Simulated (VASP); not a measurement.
Consider the following.

```
ZnO
1.0
    1.61781    -2.80213     0.00000
    1.61781     2.80213     0.00000
    0.00000     0.00000     5.19784
Zn O
2 2
Direct
  0.66667   0.33333   0.50044
  0.33333   0.66667   0.00044
  0.66667   0.33333   0.88156
  0.33333   0.66667   0.38156
```

Method: SCAN meta-GGA, VASP's PBE PAW potentials (set 64) (plane waves; VASP). Run with 520 eV cut-off, 9×9×5 Γ-centred mesh, tetrahedra with Blöchl corrections, potentials Zn O.

Tabulate the total density of states (states/eV per cell) against energy (eV; zero at the valence-band maximum or, without a gap, the Fermi level).

```json
[
 {"E (eV)": "-9.95", "DOS (states/eV)": "0.00"},
 {"E (eV)": "-9.59", "DOS (states/eV)": "0.00"},
 {"E (eV)": "-9.23", "DOS (states/eV)": "0.00"},
 {"E (eV)": "-8.87", "DOS (states/eV)": "0.00"},
 {"E (eV)": "-8.51", "DOS (states/eV)": "0.00"},
 {"E (eV)": "-8.03", "DOS (states/eV)": "0.00"},
 {"E (eV)": "-7.67", "DOS (states/eV)": "0.00"},
 {"E (eV)": "-7.31", "DOS (states/eV)": "0.00"},
 {"E (eV)": "-6.95", "DOS (states/eV)": "0.00"},
 {"E (eV)": "-6.59", "DOS (states/eV)": "0.00"},
 {"E (eV)": "-6.23", "DOS (states/eV)": "4.48"},
 {"E (eV)": "-5.87", "DOS (states/eV)": "7.44"},
 {"E (eV)": "-5.51", "DOS (states/eV)": "13.5"},
 {"E (eV)": "-5.15", "DOS (states/eV)": "8.18"},
 {"E (eV)": "-4.79", "DOS (states/eV)": "0.05"},
 {"E (eV)": "-4.31", "DOS (states/eV)": "18.2"},
 {"E (eV)": "-3.95", "DOS (states/eV)": "1.17"},
 {"E (eV)": "-3.59", "DOS (states/eV)": "3.74"},
 {"E (eV)": "-3.23", "DOS (states/eV)": "2.40"},
 {"E (eV)": "-2.87", "DOS (states/eV)": "2.13"},
 {"E (eV)": "-2.51", "DOS (states/eV)": "2.00"},
 {"E (eV)": "-2.15", "DOS (states/eV)": "3.69"},
 {"E (eV)": "-1.79", "DOS (states/eV)": "3.16"},
 {"E (eV)": "-1.43", "DOS (states/eV)": "3.89"},
 {"E (eV)": "-1.07", "DOS (states/eV)": "5.79"},
 {"E (eV)": "-0.59", "DOS (states/eV)": "2.24"},
 {"E (eV)": "-0.23", "DOS (states/eV)": "0.96"},
 {"E (eV)": "0.13", "DOS (states/eV)": "0.00"},
 {"E (eV)": "0.49", "DOS (states/eV)": "0.00"},
 {"E (eV)": "0.85", "DOS (states/eV)": "0.00"},
 {"E (eV)": "1.21", "DOS (states/eV)": "0.00"},
 {"E (eV)": "1.57", "DOS (states/eV)": "0.01"},
 {"E (eV)": "1.93", "DOS (states/eV)": "0.04"},
 {"E (eV)": "2.29", "DOS (states/eV)": "0.08"},
 {"E (eV)": "2.65", "DOS (states/eV)": "0.11"},
 {"E (eV)": "3.13", "DOS (states/eV)": "0.17"},
 {"E (eV)": "3.49", "DOS (states/eV)": "0.26"},
 {"E (eV)": "3.85", "DOS (states/eV)": "0.29"},
 {"E (eV)": "4.21", "DOS (states/eV)": "0.33"},
 {"E (eV)": "4.57", "DOS (states/eV)": "0.39"}
]
```
Within 2 eV below the valence-band maximum the largest weight inside VASP's projection spheres is O p, then Zn d.

The compound is ZnO in the wurtzite structure. It was relaxed first.
